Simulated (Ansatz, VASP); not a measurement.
# MoS2 in two plane-wave programs

One calculation is typed for both programs; each brings its own data sets. How far apart do they land? The cell is taken from a series of runs on this material, whose earlier steps may have relaxed, scaled, displaced or heated it; both programs get it as it stands.

Program: Ansatz 0.2.0. Level of theory: plane waves, with VASP 6.6.1 beside it; zone-centre phonons at PBEsol. Results are calculated unless marked as measured.

## (1) Set-up

The structure is hexagonal, space group P6_3/mmc (No. 194). The conventional cell has a = 3.169 Å, b = 3.169 Å, c = 12.324 Å, α = 90.00°, β = 90.00°, γ = 120.00°. Nearest to Mo lie 6 S at 2.40 Å. Nearest to S lie 3 Mo at 2.40 Å. Farther neighbours and most contacts between anions are not listed.

Structure file:

```xyz
6
Lattice="3.1690 0.0000 0.0000 -1.5845 2.7444 0.0000 0.0000 0.0000 12.3240" Properties=species:S:1:pos:R:3 pbc="T T T"
Mo    0.0000    1.8296    3.0810
Mo    1.5845    0.9148    9.2430
S     0.0000    1.8296    7.6942
S     1.5845    0.9148    1.5322
S     0.0000    1.8296   10.7918
S     1.5845    0.9148    4.6298
```

## (2) VASP: zone-centre phonons, PBEsol

Second derivatives magnify differences that forces hide, and they need a tight electronic threshold.

Lines of VASP's logs that name or quote its potential files are left out, and so is its time.

Input file INCAR:

```
SYSTEM = MoS2
PREC = Accurate
ENCUT = 500
EDIFF = 1E-08
NELM = 120
ISMEAR = 0
SIGMA = 0.01
LREAL = .FALSE.
ALGO = Normal
GGA = PS
NBANDS = 32
LASPH = .TRUE.
LORBIT = 11
LWAVE = .FALSE.
LCHARG = .FALSE.
ISIF = 2
IBRION = 8
GGA_COMPAT = .FALSE.
EFERMI = MIDGAP
KPAR = 2
```

Input file POSCAR:

```
MoS2
1.0
    3.1690000000      0.0000000000      0.0000000000
   -1.5845000000      2.7444345046      0.0000000000
    0.0000000000      0.0000000000     12.3240000000
Mo S
2 4
Direct
    0.3333333333      0.6666666667      0.2500000000
    0.6666666667      0.3333333333      0.7500000000
    0.3333333333      0.6666666667      0.6243300301
    0.6666666667      0.3333333333      0.1243300301
    0.3333333333      0.6666666667      0.8756699699
    0.6666666667      0.3333333333      0.3756699699
```

Input file KPOINTS:

```
Automatic mesh
0
Gamma
9 9 2
0 0 0
```

PAW data sets: Mo_sv and S (PBE family, release 64).

Launch:

```console
$ mpirun -np 2 vasp_std
```

Numbers of over 12 decimals in the logs are rounded to 6 here.

The log of the run:

```text
[banner, memory and clock lines left out]
running    2 mpi-ranks, on    1 nodes
 distrk:  each k-point on    1 cores,    2 groups
 distr:  one band on    1 cores,    1 groups

 POSCAR found type information on POSCAR MoS
 POSCAR found :  2 types and       6 ions
|                                                                             |
|               ----> ADVICE to this user running VASP <----                  |
|                                                                             |
|     You enforced a specific xc type in the INCAR file but a different       |
|     [... a line on the potential file left out ...]
|     I HOPE YOU KNOW WHAT YOU ARE DOING!                                     |
|                                                                             |

 LDA part: xc-table for (Slater+PW92), standard interpolation
 POSCAR, INCAR and KPOINTS ok, starting setup
 FFT: planning ... GRIDC
 FFT: planning ... GRID_SOFT
 FFT: planning ... GRID
 WAVECAR not read
 entering main loop
       N       E                     dE             d eps       ncg     rms          rms(c)
DAV:   1     0.436502548054E+03    0.43650E+03   -0.28941E+04  1720   0.149E+03
DAV:   2    -0.262239796833E+02   -0.46273E+03   -0.45176E+03  1928   0.387E+02
DAV:   3    -0.493170261388E+02   -0.23093E+02   -0.22788E+02  1976   0.768E+01
DAV:   4    -0.498278662179E+02   -0.51084E+00   -0.50974E+00  1872   0.111E+01
DAV:   5    -0.498410571458E+02   -0.13191E-01   -0.13185E-01  2000   0.167E+00    0.359E+01
DAV:   6    -0.476217630156E+02    0.22193E+01   -0.19034E+01  1672   0.241E+01    0.127E+01
DAV:   7    -0.472299891322E+02    0.39177E+00   -0.80645E+00  1704   0.150E+01    0.826E+00
DAV:   8    -0.468888184285E+02    0.34117E+00   -0.13538E+00  1944   0.661E+00    0.289E+00
DAV:   9    -0.468965530438E+02   -0.77346E-02   -0.12676E-01  2024   0.175E+00    0.129E+00
DAV:  10    -0.468890459113E+02    0.75071E-02   -0.53117E-02  1880   0.136E+00    0.354E-01
DAV:  11    -0.468888882139E+02    0.15770E-03   -0.20637E-03  1984   0.266E-01    0.193E-01
DAV:  12    -0.468887744403E+02    0.11377E-03   -0.46197E-04  1944   0.112E-01    0.809E-02
DAV:  13    -0.468887737223E+02    0.71795E-06   -0.11305E-04  2000   0.545E-02    0.114E-02
DAV:  14    -0.468887757444E+02   -0.20221E-05   -0.88127E-06  1824   0.166E-02    0.187E-02
DAV:  15    -0.468887758993E+02   -0.15483E-06   -0.20104E-06  1864   0.851E-03    0.387E-03
DAV:  16    -0.468887758200E+02    0.79249E-07   -0.10264E-06  1832   0.527E-03    0.143E-03
DAV:  17    -0.468887758436E+02   -0.23596E-07   -0.64908E-08  1664   0.164E-03    0.107E-03
DAV:  18    -0.468887758267E+02    0.16933E-07   -0.26230E-09  1184   0.284E-04    0.681E-04
DAV:  19    -0.468887758199E+02    0.68048E-08   -0.18918E-09  1120   0.226E-04
   1 F= -.46888776E+02 E0= -.46888776E+02  d E =0.000000E+00
 Linear response reoptimize wavefunctions to high precision
DAV:   1    -0.468887758175E+02    0.23601E-08   -0.46417E-10  1136   0.964E-05
DAV:   2    -0.468887758176E+02   -0.73669E-10   -0.15952E-10  1064   0.403E-05
 Linear response DOF=           4
 Linear response progress:
  Degree of freedom:   1/  4
       N       E                     dE             d eps       ncg     rms          rms(c)
RMM:   1    -0.772764241208E+00   -0.77276E+00    0.36620E+00  5774   0.153E+01
RMM:   2    -0.568505098538E+00    0.20426E+00   -0.28177E-01  7867   0.266E+00    0.192E-01
RMM:   3    -0.567694879723E+00    0.81022E-03   -0.92879E-03 10220   0.424E-01    0.107E-01
RMM:   4    -0.566472637403E+00    0.12222E-02   -0.11128E-03 11475   0.139E-01    0.392E-02
RMM:   5    -0.566231505221E+00    0.24113E-03   -0.85659E-05 11776   0.431E-02    0.772E-03
RMM:   6    -0.566313887591E+00   -0.82382E-04   -0.29635E-05 10793   0.160E-02    0.168E-03
RMM:   7    -0.566350490790E+00   -0.36603E-04   -0.34630E-05 11303   0.688E-03    0.796E-04
RMM:   8    -0.566351994371E+00   -0.15036E-05   -0.12265E-05 11700   0.314E-03    0.304E-04
RMM:   9    -0.566353568684E+00   -0.15743E-05   -0.16050E-05 11768   0.170E-03    0.179E-04
RMM:  10    -0.566356513827E+00   -0.29451E-05   -0.10146E-05 11323   0.109E-03    0.720E-05
RMM:  11    -0.566357936900E+00   -0.14231E-05   -0.10892E-05 12103   0.671E-04    0.327E-05
RMM:  12    -0.566358435082E+00   -0.49818E-06   -0.68122E-06 11979   0.452E-04    0.108E-05
RMM:  13    -0.566358284452E+00    0.15063E-06   -0.43679E-06 12094   0.316E-04    0.885E-06
RMM:  14    -0.566358410665E+00   -0.12621E-06   -0.34307E-06 11718   0.251E-04    0.771E-06
RMM:  15    -0.566358075319E+00    0.33535E-06   -0.20984E-06 10687   0.215E-04    0.214E-05
RMM:  16    -0.566358339502E+00   -0.26418E-06   -0.19067E-06 10682   0.193E-04    0.102E-05
RMM:  17    -0.566358356259E+00   -0.16757E-07   -0.10741E-06 11986   0.171E-04    0.742E-06
RMM:  18    -0.566358364304E+00   -0.80454E-08   -0.92283E-07 12194   0.158E-04    0.749E-06
RMM:  19    -0.566358338849E+00    0.25455E-07   -0.55156E-07 10452   0.151E-04    0.794E-06
RMM:  20    -0.566358331558E+00    0.72908E-08   -0.53200E-07  7813   0.147E-04    0.844E-06
 first order change of Fermi-energy  -0.13741E-03
 force on displaced ion       1 direction 1 : -20.477   0.004   0.000
 Linear response progress:
  Degree of freedom:   2/  4
       N       E                     dE             d eps       ncg     rms          rms(c)
RMM:   1    -0.935095702471E+00   -0.93510E+00    0.41763E+00  1772   0.156E+01
RMM:   2    -0.736516120886E+00    0.19858E+00   -0.30410E-01  2318   0.257E+00    0.207E-01
RMM:   3    -0.734972507214E+00    0.15436E-02   -0.83771E-03  2623   0.431E-01    0.116E-01
RMM:   4    -0.733638170608E+00    0.13343E-02   -0.11463E-03  2875   0.141E-01    0.617E-02
RMM:   5    -0.733392202145E+00    0.24597E-03   -0.53460E-04  3254   0.427E-02    0.343E-02
RMM:   6    -0.733292487018E+00    0.99715E-04   -0.10354E-04  2953   0.204E-02    0.676E-03
RMM:   7    -0.733327676308E+00   -0.35189E-04   -0.29036E-05  2803   0.678E-03    0.215E-03
RMM:   8    -0.733338277128E+00   -0.10601E-04   -0.30201E-06  3087   0.299E-03    0.109E-03
RMM:   9    -0.733343465147E+00   -0.51880E-05   -0.52917E-06  3177   0.171E-03    0.493E-04
RMM:  10    -0.733340971022E+00    0.24941E-05    0.25926E-06  2919   0.906E-04    0.115E-04
RMM:  11    -0.733340571547E+00    0.39947E-06   -0.32968E-06  3153   0.520E-04    0.501E-05
RMM:  12    -0.733340122621E+00    0.44893E-06    0.19091E-06  3362   0.355E-04    0.303E-05
RMM:  13    -0.733340245577E+00   -0.12296E-06    0.28313E-07  3118   0.286E-04    0.121E-05
RMM:  14    -0.733340091132E+00    0.15444E-06    0.17736E-06  3212   0.251E-04    0.779E-06
RMM:  15    -0.733340262480E+00   -0.17135E-06    0.52877E-07  3160   0.232E-04    0.518E-06
RMM:  16    -0.733340330379E+00   -0.67900E-07    0.92183E-07  3038   0.225E-04    0.268E-06
RMM:  17    -0.733340363112E+00   -0.32732E-07    0.19808E-07  3187   0.216E-04    0.194E-06
RMM:  18    -0.733340371964E+00   -0.88528E-08    0.41425E-07  2949   0.212E-04    0.153E-06
RMM:  19    -0.733340396394E+00   -0.24430E-07   -0.14207E-08  2811   0.210E-04    0.100E-06
RMM:  20    -0.733340384994E+00    0.11401E-07    0.23203E-07  2181   0.208E-04    0.146E-06
RMM:  21    -0.733340402767E+00   -0.17773E-07   -0.45814E-08  2421   0.208E-04    0.766E-07
RMM:  22    -0.733340404269E+00   -0.15026E-08    0.10092E-07  2592   0.208E-04    0.147E-06
RMM:  23    -0.733340404196E+00    0.73297E-10   -0.22375E-08  2036   0.207E-04    0.591E-07
 first order change of Fermi-energy   0.14576E-05
 force on displaced ion       1 direction 3 :   0.000   0.000 -30.547
 Linear response progress:
  Degree of freedom:   3/  4
       N       E                     dE             d eps       ncg     rms          rms(c)
RMM:   1    -0.106281317308E+00   -0.10628E+00   -0.12582E-01 12545   0.139E+00
RMM:   2    -0.918735061125E-01    0.14408E-01   -0.13036E-02  8408   0.437E-01    0.123E-01
RMM:   3    -0.922399513610E-01   -0.36645E-03   -0.74230E-04  9051   0.946E-02    0.706E-02
RMM:   4    -0.925579093778E-01   -0.31796E-03   -0.13393E-04  9137   0.442E-02    0.116E-02
RMM:   5    -0.925369779527E-01    0.20931E-04   -0.12852E-05  9738   0.104E-02    0.592E-03
RMM:   6    -0.925059095354E-01    0.31068E-04    0.99926E-09  9180   0.439E-03    0.131E-03
RMM:   7    -0.925153373506E-01   -0.94278E-05   -0.13521E-06  9440   0.142E-03    0.692E-04
RMM:   8    -0.925198810214E-01   -0.45437E-05   -0.10790E-07  9650   0.687E-04    0.358E-04
RMM:   9    -0.925209371650E-01   -0.10561E-05    0.22874E-07 10068   0.275E-04    0.110E-04
RMM:  10    -0.925205595956E-01    0.37757E-06    0.39866E-07 10112   0.152E-04    0.459E-05
RMM:  11    -0.925205491471E-01    0.10449E-07   -0.72311E-08 10358   0.118E-04    0.784E-06
RMM:  12    -0.925205578920E-01   -0.87448E-08    0.50368E-08 10800   0.993E-05    0.386E-06
 first order change of Fermi-energy   0.24577E-04
 force on displaced ion       3 direction 1 :  -9.867  -0.000  -0.000
 Linear response progress:
  Degree of freedom:   4/  4
       N       E                     dE             d eps       ncg     rms          rms(c)
RMM:   1    -0.168473502757E+00   -0.16847E+00   -0.14299E-01  3758   0.149E+00
RMM:   2    -0.147844403770E+00    0.20629E-01   -0.14746E-02  2441   0.471E-01    0.353E-01
RMM:   3    -0.147888243230E+00   -0.43839E-04   -0.15272E-03  2484   0.133E-01    0.244E-01
RMM:   4    -0.148051624360E+00   -0.16338E-03   -0.28012E-04  2466   0.675E-02    0.377E-02
RMM:   5    -0.148086160395E+00   -0.34536E-04   -0.99639E-05  2411   0.398E-02    0.172E-02
RMM:   6    -0.148090442971E+00   -0.42826E-05   -0.49534E-06  2663   0.131E-02    0.543E-03
RMM:   7    -0.148090861771E+00   -0.41880E-06    0.25738E-07  2758   0.417E-03    0.229E-03
RMM:   8    -0.148093327200E+00   -0.24654E-05    0.26715E-06  2673   0.148E-03    0.650E-04
RMM:   9    -0.148095671001E+00   -0.23438E-05    0.44249E-07  2644   0.655E-04    0.255E-04
RMM:  10    -0.148096308372E+00   -0.63737E-06    0.72642E-07  2983   0.309E-04    0.105E-04
RMM:  11    -0.148096199239E+00    0.10913E-06    0.60762E-07  2773   0.192E-04    0.518E-05
RMM:  12    -0.148096163501E+00    0.35738E-07    0.16433E-07  2917   0.158E-04    0.224E-05
RMM:  13    -0.148096160692E+00    0.28095E-08    0.40814E-07  2983   0.140E-04    0.649E-06
RMM:  14    -0.148096203781E+00   -0.43089E-07    0.20801E-07  2990   0.134E-04    0.330E-06
RMM:  15    -0.148096196830E+00    0.69509E-08    0.35365E-07  2690   0.131E-04    0.180E-06
RMM:  16    -0.148096200554E+00   -0.37247E-08    0.22244E-07  2242   0.130E-04    0.170E-06
RMM:  17    -0.148096197563E+00    0.29914E-08    0.27775E-07  1952   0.130E-04    0.144E-06
RMM:  18    -0.148096200871E+00   -0.33079E-08    0.19469E-07  1805   0.130E-04    0.130E-06
RMM:  19    -0.148096198544E+00    0.23267E-08    0.26198E-07  1683   0.130E-04    0.139E-06
RMM:  20    -0.148096199728E+00   -0.11842E-08    0.19138E-07  1679   0.130E-04    0.137E-06
 first order change of Fermi-energy   0.66690E+00
 force on displaced ion       3 direction 3 :  -0.000  -0.000 -17.429
 Linear response finished
```

(Continued in part 2 of 2.)

[Lines on the potential files, build, host, timing and source positions are cut from VASP's logs without a mark.]

[Logs are printed without paths, hosts, clocks, repeated set-up lines and the standing remarks that a program may print on its own settings, such as how far it seeks lower states.]

[Hosts, paths, dates, database ids (printed as entryN), source tags and the programs' standing remarks are cut or masked in the printed files.]
